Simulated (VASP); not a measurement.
# LuNiC2 with PBEsol + U: from relaxation to properties, part 7 of 11

What structure does LuNiC2 take at this level, and what are its properties? Left out of this account: 1 further run (optics: it diverged and was aborted). The start is a computed cell from the Materials Project.

VASP 6.6.1, plane waves and PAW; the level of theory is named at each step.

Still holding for the runs below: The data set Lu_3 holds the 4f electrons frozen in the core, so no f bands or f moments appear. This run allows spin, but its moments start at zero, where symmetry between the spins tends to hold them, although Ni can carry a moment. Its electron count is odd, so without a moment it is a metal by construction. The k-mesh is coarse for a metal.

So far. Step 7 (Full relaxation (PBEsol + U)): It ends with a largest force of 0.007 eV/Å and a pressure of -0.04 GPa. Step 8 (Second relaxation): It ends with a largest force of 0.006 eV/Å and a pressure of 0.05 GPa. The volume moved by under 0.01 %: the run met its threshold at the first step.

### 9. Density, ELF and potential (PBEsol + U)

Level of this step: PBEsol, DFT+U (Ni d 4 eV), zero-moment start, 4f electrons in the core; plane waves and PAW (Lu_3, Ni, C) (VASP).

A single point on the relaxed cell gives a clean self-consistent state, with density, ELF and potential written out.

Input file INCAR:

```
SYSTEM = LuNiC2
PREC = Accurate
ENCUT = 520
EDIFF = 1E-06
NELM = 100
ISMEAR = 0
SIGMA = 0.05
LREAL = .FALSE.
ALGO = Normal
GGA = PS
NBANDS = 21
ISPIN = 2
MAGMOM = -0 -0 -0 -0
LDAU = .TRUE.
LDAUTYPE = 2
LDAUL = -1 2 -1
LDAUU = 0 4 0
LDAUJ = 0 0 0
LDAUPRINT = 1
LASPH = .TRUE.
LMAXMIX = 4
LORBIT = 11
LWAVE = .FALSE.
LCHARG = .TRUE.
ISIF = 2
LELF = .TRUE.
LVHAR = .TRUE.
```

Input file POSCAR:

```
LuNiC2
1.0
    3.3823116440      0.0000000000      0.0000000000
    0.0000000000      2.2139071804      2.9186703621
    0.0000000000     -2.2139071804      2.9186703621
Lu Ni C
1 1 2
Direct
    0.0000000000      0.9986368302      0.9986368302
    0.5000000000      0.3902141072      0.3902141072
    0.5000000000      0.8536986526      0.5424514199
    0.5000000000      0.5424514199      0.8536986526
```

Input file KPOINTS:

```
Automatic mesh
0
Gamma
6 6 6
0 0 0
```

The projector-augmented-wave data sets are Lu_3, Ni and C (PBE family, release 64).

The run is started by

```bash
> mpirun -np 8 vasp_std
```

Log:

```text
[banner, memory and clock lines left out]
running    8 mpi-ranks, on    1 nodes
 distrk:  each k-point on    8 cores,    1 groups
 distr:  one band on    1 cores,    8 groups

 POSCAR found type information on POSCAR LuNiC
 POSCAR found :  3 types and       4 ions
 [... a notice as in an earlier step ...]

 [... a notice as in an earlier step ...]

 LDA part: xc-table for (Slater+PW92), standard interpolation
|                                                                             |
|           W    W    AA    RRRRR   N    N  II  N    N   GGGG   !!!           |
|           W    W   A  A   R    R  NN   N  II  NN   N  G    G  !!!           |
|           W    W  A    A  R    R  N N  N  II  N N  N  G       !!!           |
|           W WW W  AAAAAA  RRRRR   N  N N  II  N  N N  G  GGG   !            |
|           WW  WW  A    A  R   R   N   NN  II  N   NN  G    G                |
|           W    W  A    A  R    R  N    N  II  N    N   GGGG   !!!           |
|                                                                             |
|     The number of bands has been changed from the values supplied in        |
|     The orbitals not found in the WAVECAR file will be initialized with     |
|     random numbers, which is usually adequate. For correlated               |
|     calculations, however, you should redo the groundstate calculation.     |
|     I found NBANDS = 21. Now, NBANDS = 24.                                  |
|                                                                             |

 POSCAR, INCAR and KPOINTS ok, starting setup
 FFT: planning ... GRIDC
 FFT: planning ... GRID_SOFT
 FFT: planning ... GRID
 WAVECAR not read
 entering main loop
       N       E                     dE             d eps       ncg     rms          rms(c)
DAV:   1     0.130525272039E+03    0.13053E+03   -0.11827E+04  7176   0.135E+03
DAV:   2    -0.240984802002E+02   -0.15462E+03   -0.14510E+03  7880   0.461E+02
DAV:   3    -0.336226294485E+02   -0.95241E+01   -0.93969E+01  7768   0.105E+02
DAV:   4    -0.337608703918E+02   -0.13824E+00   -0.13794E+00  7424   0.861E+00
DAV:   5    -0.337638012949E+02   -0.29309E-02   -0.29290E-02  6448   0.122E+00    0.352E+01
DAV:   6    -0.376905049262E+02   -0.39267E+01   -0.13658E+02  8632   0.128E+02    0.325E+01
DAV:   7    -0.295426586838E+02    0.81478E+01   -0.21017E+01  7112   0.907E+01    0.144E+01
DAV:   8    -0.297653168501E+02   -0.22266E+00   -0.34137E+00  8992   0.193E+01    0.105E+01
DAV:   9    -0.297111476381E+02    0.54169E-01   -0.24439E+00  7112   0.204E+01    0.288E+00
DAV:  10    -0.296426817842E+02    0.68466E-01   -0.24596E-01  8032   0.735E+00    0.121E+00
DAV:  11    -0.296385719800E+02    0.41098E-02   -0.26173E-02  8832   0.192E+00    0.364E-01
DAV:  12    -0.296386512820E+02   -0.79302E-04   -0.22953E-03  7520   0.332E-01    0.842E-02
DAV:  13    -0.296386370063E+02    0.14276E-04   -0.76979E-05  8424   0.906E-02    0.680E-02
DAV:  14    -0.296386355043E+02    0.15020E-05   -0.14142E-05  7776   0.390E-02    0.307E-02
DAV:  15    -0.296386342421E+02    0.12622E-05   -0.33175E-06  5104   0.253E-02    0.820E-03
DAV:  16    -0.296386346290E+02   -0.38694E-06   -0.28757E-06  6288   0.162E-02
   1 F= -.29638635E+02 E0= -.29637852E+02  d E =-.156540E-02  mag=     0.0000
```

Wall time 19 s (8 MPI ranks of Intel Xeon 6975P-C (Granite Rapids), shared host); peak memory 1 GiB; 2 min of CPU time.

From OUTCAR (step 9):

```text
   k-points           NKPTS =     52   k-points in BZ     NKDIM =     52   number of bands    NBANDS=     24

   NELECT =      27.0000    total number of electrons

atom =   2  type =  2  l = 2

 onsite density matrix

spin component  1

spin component  2

  0.8809  0.0000  0.0000  0.0000  0.0000
  0.0000  0.7619  0.0000  0.0000  0.0000
  0.0000  0.0000  0.8975  0.0000  0.0143
  0.0000  0.0000  0.0000  0.9320  0.0000
  0.0000  0.0000  0.0143  0.0000  0.8924

 occupancies and eigenvectors

  o =  0.7618  v =  0.0000  1.0000  0.0000  0.0000  0.0000  0.0000  0.0000  0.0000  0.0000  0.0000      0.0000  0.0000  0.0000  0.0000  0.0000  0.0000  0.0000  0.0000  0.0000  0.0000
  o =  0.7619  v =  0.0000  0.0000  0.0000  0.0000  0.0000  0.0000  1.0000  0.0000  0.0000  0.0000      0.0000  0.0000  0.0000  0.0000  0.0000  0.0000  0.0000  0.0000  0.0000  0.0000
  o =  0.8804  v =  0.0000  0.0000  0.0000  0.0000  0.0000  0.0000  0.0000 -0.6420  0.0000  0.7667      0.0000  0.0000  0.0000  0.0000  0.0000  0.0000  0.0000  0.0000  0.0000  0.0000
  o =  0.8804  v =  0.0000  0.0000 -0.6421  0.0000  0.7666  0.0000  0.0000  0.0000  0.0000  0.0000      0.0000  0.0000  0.0000  0.0000  0.0000  0.0000  0.0000  0.0000  0.0000  0.0000
  o =  0.8809  v =  0.0000  0.0000  0.0000  0.0000  0.0000  1.0000  0.0000  0.0000  0.0000  0.0000      0.0000  0.0000  0.0000  0.0000  0.0000  0.0000  0.0000  0.0000  0.0000  0.0000
  o =  0.8809  v =  1.0000  0.0000  0.0000  0.0000  0.0000  0.0000  0.0000  0.0000  0.0000  0.0000      0.0000  0.0000  0.0000  0.0000  0.0000  0.0000  0.0000  0.0000  0.0000  0.0000
  o =  0.9094  v =  0.0000  0.0000  0.0000  0.0000  0.0000  0.0000  0.0000 -0.7667  0.0000 -0.6420      0.0000  0.0000  0.0000  0.0000  0.0000  0.0000  0.0000  0.0000  0.0000  0.0000
  o =  0.9094  v =  0.0000  0.0000 -0.7666  0.0000 -0.6421  0.0000  0.0000  0.0000  0.0000  0.0000      0.0000  0.0000  0.0000  0.0000  0.0000  0.0000  0.0000  0.0000  0.0000  0.0000
  o =  0.9320  v =  0.0000  0.0000  0.0000  0.0000  0.0000  0.0000  0.0000  0.0000 -1.0000  0.0000      0.0000  0.0000  0.0000  0.0000  0.0000  0.0000  0.0000  0.0000  0.0000  0.0000
  o =  0.9320  v =  0.0000  0.0000  0.0000 -1.0000  0.0000  0.0000  0.0000  0.0000  0.0000  0.0000      0.0000  0.0000  0.0000  0.0000  0.0000  0.0000  0.0000  0.0000  0.0000  0.0000

 E-fermi :   7.0836

 spin component 1
 k-point     1 :       0.0000    0.0000    0.0000
  band No.  band energies     occupation
    ...
      9       3.0057      1.00000
     10       3.6468      1.00000
     11       3.9456      1.00000
     12       4.7167      1.00000
     13       5.3358      1.00000
     14       7.4195      0.00000
     15       7.4633      0.00000
     16       9.1908      0.00000
     17      11.2417      0.00000
     18      11.4487      0.00000
    ...

 k-point     2 :       0.1667    0.0000    0.0000
  band No.  band energies     occupation
    ...
      9       3.4925      1.00000
     10       3.5609      1.00000
     11       3.9967      1.00000
     12       4.4762      1.00000
     13       5.5087      1.00000
     14       7.1265      0.11296
     15       8.1493      0.00000
     16       8.3538      0.00000
     17      10.2631      0.00000
     18      12.3568      0.00000
    ...

  Total        0.0137036      0.0000310      0.0216787      0.0000000      0.0000000      0.0000000
  in kB        0.5022939      0.0011353      0.7946147      0.0000000      0.0000000      0.0000000
  external PRESSURE =       0.4326813 kB  Pullay stress =       0.0000000 kB

 POSITION                                       TOTAL-FORCE (eV/Angst)
 -----------------------------------------------------------------------------------
      0.00000      0.00000      5.82938         0.000000     -0.000000      0.006239
      1.69116      0.00000      2.27781         0.000000     -0.000000      0.003116
      1.69116      0.68907      4.07490         0.000000     -0.000598     -0.004677
      1.69116     -0.68907      4.07490         0.000000      0.000598     -0.004677
 -----------------------------------------------------------------------------------
    total drift:                                0.000000     -0.000000     -0.000439

  FREE ENERGIE OF THE ION-ELECTRON SYSTEM (eV)
  ---------------------------------------------------
  free  energy   TOTEN  =       -29.6386346290 eV

  energy  without entropy=      -29.6370692320  energy(sigma->0) =      -29.63785193

 magnetization (x)
# of ion       s       p       d       tot
------------------------------------------
    1       -0.000  -0.000   0.000   0.000
    2       -0.000  -0.000  -0.000  -0.000
    3        0.000   0.000   0.000   0.000
    4        0.000   0.000   0.000   0.000
--------------------------------------------------
tot          0.000   0.000   0.000   0.000

[... 10 parts as in an earlier step ...]

[... 11 further parts left out ...]
```

With spin, VASP writes an ELF for each channel.

Numbers from this step:

| Property | Result |
| --- | --- |
| SCF cycles | 16 |
| bands | 24 |
| pressure | 0.04327 GPa |

Valence electrons inside each PAW sphere by angular momentum. Sphere charges, by row:

```csv
atom,s (e),p (e),d (e),tot (e)
Lu1,0.369,6.74,1.2,8.309
Ni2,0.551,0.793,8.688,10.03
C3,0.864,1.609,0,2.473
C4,0.864,1.609,0,2.473
```

Electrostatic potential energy in the bc plane of the conventional cell at fractional x = 0.500, with atoms of Ni and C within 0.2 Å of it. With pseudopotentials it is smooth inside the atoms' cores, unlike the true potential.

Values in eV, 18 rows by 14 columns, each cell a mean:
```
 -1  -1   0   0  -6 -26 -62 -70 -45 -13  -2   0   0  -1
 -1  -1   0  -1 -10 -44 -82 -82 -70 -22  -4   0   0  -1
 -2  -3  -4  -4  -9 -37 -76 -81 -61 -18  -5  -4  -4  -2
 -8 -23 -32 -20  -8 -16 -34 -41 -25 -10 -11 -28 -30 -13
-23 -45 -30 -44 -14  -5  -7  -8  -6  -6 -32 -38 -36 -39
-28 -42 -14 -44 -16  -2  -1  -1  -1  -5 -36 -28 -23 -44
-13 -37 -44 -32  -6  -1   0   0   0  -2 -17 -41 -43 -24
 -8  -9 -10  -5  -1   0  -1  -1   0   0  -3  -8 -10  -8
-22 -14  -6  -1   0   0  -1  -2  -1   0   0  -3 -10 -19
-70 -45 -13  -2   0   0  -1  -1  -1   0   0  -6 -26 -62
-82 -70 -22  -4   0   0  -1  -1  -1   0  -1 -10 -44 -82
-81 -61 -18  -5  -4  -4  -2  -2  -3  -4  -4  -9 -37 -76
-41 -25 -10 -11 -28 -30 -13  -8 -23 -32 -20  -8 -16 -34
 -8  -6  -6 -32 -38 -36 -39 -23 -45 -30 -44 -14  -5  -7
 -1  -1  -5 -36 -28 -23 -44 -28 -42 -14 -44 -16  -2  -1
  0   0  -2 -17 -41 -43 -24 -13 -37 -44 -32  -6  -1   0
 -1   0   0  -3  -8 -10  -8  -8  -9 -10  -5  -1   0  -1
 -2  -1   0   0  -3 -10 -19 -22 -14  -6  -1   0   0  -1
```
Columns run along b (4.4 Å; values clipped at the 3rd and 97th percentile), rows up along c (5.8 Å), edges of the conventional cell, whose origin can differ from the input's. Atoms in or near the plane, at fractional coordinates: Ni at (0.00, 0.39), Ni at (0.50, 0.89), C at (0.66, 0.20), C at (0.16, 0.70), C at (0.34, 0.20), C at (0.84, 0.70).

Valence density in the bc plane of the conventional cell at fractional x = 0.500, with atoms of Ni and C within 0.2 Å of it. It is the smooth field of the valence electrons, not physical close to the nuclei.

Values in e/Å³, 18 rows by 14 columns, each cell a mean:
```
 0  0  0  0  0  2  5  7  3  1  0  0  0  0
 0  0  0  0  1  4 10 12  7  2  0  0  0  0
 0  0  1  1  1  3  8 10  5  1  1  1  1  0
 1  1  1  1  1  1  2  3  2  1  1  1  1  1
 2  2  2  2  1  1  1  1  1  1  1  2  2  2
 2  2  1  2  1  0  0  0  0  1  1  2  2  2
 1  1  1  1  1  0  0  0  0  0  1  1  1  1
 1  1  1  1  0  0  0  0  0  0  1  1  1  1
 1  1  1  0  0  0  0  0  0  0  0  0  1  1
 7  3  1  0  0  0  0  0  0  0  0  0  2  5
12  7  2  0  0  0  0  0  0  0  0  1  4 10
10  5  1  1  1  1  0  0  0  1  1  1  3  8
 3  2  1  1  1  1  1  1  1  1  1  1  1  2
 1  1  1  1  2  2  2  2  2  2  2  1  1  1
 0  0  1  1  2  2  2  2  2  1  2  1  0  0
 0  0  0  1  1  1  1  1  1  1  1  1  0  0
 0  0  0  1  1  1  1  1  1  1  1  0  0  0
 0  0  0  0  0  1  1  1  1  1  0  0  0  0
```
Columns run along b (4.4 Å), rows up along c (5.8 Å), edges of the conventional cell, whose origin can differ from the input's. Atoms in or near the plane, at fractional coordinates: Ni at (0.00, 0.39), Ni at (0.50, 0.89), C at (0.66, 0.20), C at (0.16, 0.70), C at (0.34, 0.20), C at (0.84, 0.70).

ELF of up spins in the bc plane of the conventional cell at fractional x = 0.500, with atoms of Ni and C within 0.2 Å of it. It is the smooth field of the valence electrons, not physical close to the nuclei.

Ten even steps from '_' (0.00) to '@' (0.84), each cell a mean:
```
__..::----..______::----::..
::--==--::________::--====--
****##**==..______::++####**
%%####%%**::......==%%%%##%%
@@++::##@@++::::--##@@==--%%
@@==..**@@##--::==%%%%--..%%
%%##**%%@@**--::==%%@@##**%%
==**%%%%##==....::**%%%%##++
::--++++++::____..--++++==::
____::----::..__..::----..__
____::--====--::--==--::____
____::++####******##**==..__
....==%%%%##%%%%####%%**::..
::--##@@==--%%@@++::##@@++::
::==%%%%--..%%@@==..**@@##--
::==%%@@##**%%%%##**%%@@**--
..::**%%%%##++==**%%%%##==..
__..--++++==::::--++++++::__
```
Columns run along b (4.4 Å), rows up along c (5.8 Å), edges of the conventional cell, whose origin can differ from the input's. Atoms in or near the plane, at fractional coordinates: Ni at (0.00, 0.39), Ni at (0.50, 0.89), C at (0.66, 0.20), C at (0.16, 0.70), C at (0.34, 0.20), C at (0.84, 0.70).

In this run the pressure is 0.04 GPa, small enough to go on.

[end of part 7 of 11]

[Lines on the potential files, build, host, timing and source positions are cut from VASP's logs without a mark.]

[Logs are printed without paths, hosts, clocks, repeated set-up lines and the standing remarks that a program may print on its own settings, such as how far it seeks lower states.]

[Hosts, paths, dates, database ids (printed as entryN), source tags and the programs' standing remarks are cut or masked in the printed files.]

[A measured line is paired with the nearest computed mode of its activity, which favours agreement.]

[In band tables of VASP the shares of atoms and orbitals are scaled to a sum of 1 inside the atoms' spheres.]
